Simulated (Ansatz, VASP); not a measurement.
# Y2CF2: VASP beside Ansatz, part 2 of 2

One calculation is typed for both programs; each brings its own data sets. How far apart do they land? Of the first pair: The structure shown is the start of the Ansatz relaxation below; VASP solves that cell, so the two are compared at the walk's first step.

VASP 6.6.1 and Ansatz 0.2.0.

So far. Step 3 (VASP: single point, PBEsol, start cell, pair 1): The run ends at a pressure of 1.01 GPa, with forces up to 3.2 eV/Å.

## 6. VASP: single point, PBEsol, start cell, pair 2

Level of this step: PBEsol; plane waves and PAW (C, Y_sv, F) (VASP).

The same cell, functional, mesh and smearing now go to VASP, with its own data sets.

Input file INCAR:

```
SYSTEM = Y2CF2
PREC = Accurate
ENCUT = 520
EDIFF = 1E-06
NELM = 120
ISMEAR = 0
SIGMA = 0.02
LREAL = .FALSE.
ALGO = Normal
GGA = PS
NBANDS = 26
LASPH = .TRUE.
LORBIT = 11
LWAVE = .FALSE.
LCHARG = .FALSE.
ISIF = 2
LDIPOL = .TRUE.
IDIPOL = 3
DIPOL = 0.5 0.5 0.301
LVHAR = .TRUE.
GGA_COMPAT = .FALSE.
EFERMI = MIDGAP
NELMDL = -8
KPAR = 2
```

Input file POSCAR:

```
Y2CF2
1.0
    3.5358540000      0.0000000000      0.0000000000
   -1.7679270000      3.0621390000      0.0000000000
    0.0000000000      0.0000000000     33.2000000000
C Y F
1 2 2
Direct
    0.0000000000      0.0000000000      0.3012048193
    0.3333333333      0.6666666667      0.3422679819
    0.6666666667      0.3333333333      0.2601416566
    0.6666666667      0.3333333333      0.3768986446
    0.3333333333      0.6666666667      0.2255109940
```

Input file KPOINTS:

```
Automatic mesh
0
Gamma
9 9 1
0 0 0
```

Potentials, in the order of the species: C, Y_sv and F (PBE family, release 64).

The run is started by

```
$ mpirun -np 2 vasp_std
```

Numbers of over 12 decimals in the logs are rounded to 6 here.

What it wrote:

```text
[banner, memory and clock lines left out]
running    2 mpi-ranks, on    1 nodes
[...]
[... a notice as in an earlier step ...]

 LDA part: xc-table for (Slater+PW92), standard interpolation
 POSCAR, INCAR and KPOINTS ok, starting setup
[...]
entering main loop
       N       E                     dE             d eps       ncg     rms          rms(c)
DAV:   1     0.300076246062E+03    0.30008E+03   -0.18531E+04   800   0.121E+03
DAV:   2    -0.354927427278E+01   -0.30363E+03   -0.29833E+03   828   0.303E+02
DAV:   3    -0.444923593597E+02   -0.40943E+02   -0.40770E+02   888   0.995E+01
DAV:   4    -0.466091650914E+02   -0.21168E+01   -0.21118E+01  1076   0.207E+01
[...]
DAV:  25    -0.392794413200E+02   -0.40287E-05   -0.15107E-07   650   0.157E-03    0.140E-04
DAV:  26    -0.392794431493E+02   -0.18293E-05   -0.63813E-08   562   0.828E-04    0.148E-04
DAV:  27    -0.392794440529E+02   -0.90353E-06   -0.30229E-08   576   0.499E-04
   1 F= -.39279444E+02 E0= -.39279444E+02  d E =0.000000E+00
```

OUTCAR, selected parts (step 6):

```text
  Total       -0.0983340     -0.0983339     -0.0575289      0.0000000      0.0000000     -0.0000000
  in kB       -0.4382852     -0.4382851     -0.2564128      0.0000000      0.0000000     -0.0000000
  external PRESSURE =      -0.3776610 kB  Pullay stress =       0.0000000 kB

 POSITION                                       TOTAL-FORCE (eV/Angst)
 -----------------------------------------------------------------------------------
      0.00000      0.00000     10.00000         0.000000      0.000000     -0.000000
     -0.00000      2.04143     11.36330        -0.000000      0.000000      0.015212
      1.76793      1.02071      8.63670         0.000000     -0.000000     -0.015212
      1.76793      1.02071     12.51304         0.000000     -0.000000      0.000245
     -0.00000      2.04143      7.48697        -0.000000      0.000000     -0.000245
 -----------------------------------------------------------------------------------
    total drift:                               -0.000000     -0.000000      0.000220

  FREE ENERGIE OF THE ION-ELECTRON SYSTEM (eV)
  ---------------------------------------------------
  free  energy   TOTEN  =       -39.2794440529 eV

  energy  without entropy=      -39.2794440529  energy(sigma->0) =      -39.27944405

[... 3 further parts left out ...]
[key lines of the parts left out:]
E-fermi :  -2.0563
```

The run ends at a pressure of -0.04 GPa, with forces up to 0.015 eV/Å.

## 7. Differences

What differs besides the data sets and the points named for the pairs above, as far as they apply: the cutoff is 420 eV in Ansatz and 520 eV in VASP. Total energies have different zeros and are not compared.

With vacuum in the cell, a pressure given here is an average over mostly empty space and none of the material.

## 8. Ansatz: relaxation, PBEsol

This run makes the geometry at which the two programs are then compared.

The structure compared here is the end of the Ansatz relaxation.

Input file input.yaml:

```yaml
crystal:
  lattice:
    - [3.5346207534, 0.0, 0.0]
    - [-1.7673103767, 3.0610713652, 0.0]
    - [0.0, 0.0, 33.2]
  atoms:
    - { symbol: C, position: [0.0, 0.0, 0.3012048193] }
    - { symbol: "Y", position: [0.3333333333, 0.6666666667, 0.3423028328] }
    - { symbol: "Y", position: [0.6666666667, 0.3333333333, 0.2601068058] }
    - { symbol: F, position: [0.6666666667, 0.3333333333, 0.3769333182] }
    - { symbol: F, position: [0.3333333333, 0.6666666667, 0.2254763204] }
  periodic: [true, true, false]
kpoints:
  mp_grid: { grid: [12, 12, 1] }
hamiltonian:
  xc: pbesol
scf:
  occupations: { method: fixed }
output:
  forces: true
  stress: true
  eigenvalues: true
relax:
  adjacent_minimum: "off"
  f_tol: 0.001
  max_steps: 60
  cell: { stress_2d_tol: 0.002 }
```

The run is started by

```
$ ansatz run input.yaml --threads 8 --pin off --max-ram 14336MiB --backend cpu --events-out ev --progress --plain --runs-dir out
```

What it wrote:

```text
[...]
Crystal: 5 atoms, lattice volume = 359.215 Å³
Basis set: ecut = 420 eV, 6969 PW (Γ), exchange–correlation on 48×48×450 points (8 copies of the dense FFT grid, shifted against one another)
Bands: 25, of which v1, the nominal top of the filled ones, is band 20 counted from 1 (19 counted from 0)
Symmetry: 12 space group operations
[...]
k-points: 19 of 144
[...]
cell:  # Å, volume = 359.1176 Å³
    - [3.534142, 0.0, 0]
    - [-1.767071, 3.060657, 0]
    - [0, 0, 33.2]
  atoms:
    - { symbol: C, position: [0, 0, 0.3012048193] }
    - { symbol: Y, position: [0.333333, 0.666667, 0.342306] }
    - { symbol: Y, position: [0.666667, 0.333333, 0.260104] }
    - { symbol: F, position: [0.666667, 0.333333, 0.376958] }
    - { symbol: F, position: [0.333333, 0.666667, 0.225452] }
[key lines of the parts left out:]
SCF converged after 7 iterations
Free energy (F): -9444.191689 eV
Fermi energy:    -4.187069 eV
P = ½ c Tr σ = -0.0011 N/m
```

## 9. VASP: single point, PBEsol, relaxed cell, pair 3

The same cell, functional and mesh now go to VASP, with its own data sets.

Changes to INCAR since step 6:

```diff
@@ -6,3 +6,3 @@
 ISMEAR = 0
-SIGMA = 0.02
+SIGMA = 0.01
 LREAL = .FALSE.
```

Input file POSCAR:

```
Y2CF2
1.0
    3.5341419837      0.0000000000      0.0000000000
   -1.7670709919      3.0606567385      0.0000000000
    0.0000000000      0.0000000000     33.2000000000
C Y F
1 2 2
Direct
    0.0000000000      0.0000000000      0.3012048193
    0.3333333333      0.6666666667      0.3423060067
    0.6666666667      0.3333333333      0.2601036319
    0.6666666667      0.3333333333      0.3769576359
    0.3333333333      0.6666666667      0.2254520027
```

Input file KPOINTS:

```
Automatic mesh
0
Gamma
12 12 1
0 0 0
```

The run is started by

```
$ mpirun -np 2 vasp_std
```

What it wrote:

```text
[... set-up lines as in an earlier step ...]
 entering main loop
       N       E                     dE             d eps       ncg     rms          rms(c)
DAV:   1     0.296465625533E+03    0.29647E+03   -0.18943E+04  1292   0.122E+03
DAV:   2    -0.501916865959E+01   -0.30148E+03   -0.29629E+03  1270   0.302E+02
DAV:   3    -0.446665232400E+02   -0.39647E+02   -0.39462E+02  1432   0.980E+01
DAV:   4    -0.466071881309E+02   -0.19407E+01   -0.19363E+01  1662   0.200E+01
[...]
DAV:  25    -0.392799012288E+02   -0.47948E-05   -0.17095E-07   954   0.162E-03    0.156E-04
DAV:  26    -0.392799034996E+02   -0.22708E-05   -0.84580E-08   906   0.922E-04    0.182E-04
DAV:  27    -0.392799044465E+02   -0.94687E-06   -0.29963E-08   950   0.503E-04
   1 F= -.39279904E+02 E0= -.39279904E+02  d E =0.000000E+00
```

From OUTCAR (step 9):

```text
  Total       -0.0527271     -0.0527271     -0.1014802      0.0000000      0.0000000      0.0000000
  in kB       -0.2352381     -0.2352381     -0.4527464      0.0000000      0.0000000      0.0000000
  external PRESSURE =      -0.3077409 kB  Pullay stress =       0.0000000 kB

 POSITION                                       TOTAL-FORCE (eV/Angst)
 -----------------------------------------------------------------------------------
      0.00000      0.00000     10.00000         0.000000     -0.000000     -0.000000
     -0.00000      2.04044     11.36456         0.000000     -0.000000     -0.001225
      1.76707      1.02022      8.63544        -0.000000      0.000000      0.001225
      1.76707      1.02022     12.51499         0.000000     -0.000000      0.000350
     -0.00000      2.04044      7.48501        -0.000000      0.000000     -0.000350
 -----------------------------------------------------------------------------------
    total drift:                               -0.000000     -0.000000      0.000186

  FREE ENERGIE OF THE ION-ELECTRON SYSTEM (eV)
  ---------------------------------------------------
  free  energy   TOTEN  =       -39.2799044465 eV

  energy  without entropy=      -39.2799044465  energy(sigma->0) =      -39.27990445

[... 3 further parts left out ...]
[key lines of the parts left out:]
E-fermi :  -2.0746
```

The run ends at a pressure of -0.03 GPa, with forces up to 0.0012 eV/Å.

## 10. Side by side

What differs besides the data sets and the points named for the pairs above, as far as they apply: fixed occupations in Ansatz, narrow Gaussian smearing in VASP. Total energies have different zeros and are not compared.

The two programs side by side:

```csv
quantity,Ansatz,VASP,difference
gap on the k mesh (eV),1.062,1.059,+0.002
```

A gap on the mesh is an upper bound, since the band edges may lie between its points. With vacuum in the cell, a pressure given here is an average over mostly empty space and none of the material.

## 11. Summary of results

| Item | Value |
| --- | --- |
| r.m.s. force difference (single point, PBEsol, start cell, pair 1) | 0.15 % of the r.m.s. force |
| r.m.s. force difference (single point, PBEsol, start cell, pair 2) | 0.52 meV/Å |
| difference in gap on the k mesh (single point, PBEsol, relaxed cell, pair 3) | 0.0023 eV |

What this shows: The r.m.s. force difference is 0.15 % of the r.m.s. force (single point, PBEsol, start cell, pair 1), within the 3 % picked in this series as the mark of a large difference. 2 further runs of this series are not shown here. How closely two codes agree says nothing of how well the functional describes the real material.

[Lines on the potential files, build, host, timing and source positions are cut from VASP's logs without a mark.]

[Logs are printed without paths, hosts, clocks, repeated set-up lines and the standing remarks that a program may print on its own settings, such as how far it seeks lower states.]

[Hosts, paths, dates, database ids (printed as entryN), source tags and the programs' standing remarks are cut or masked in the printed files.]
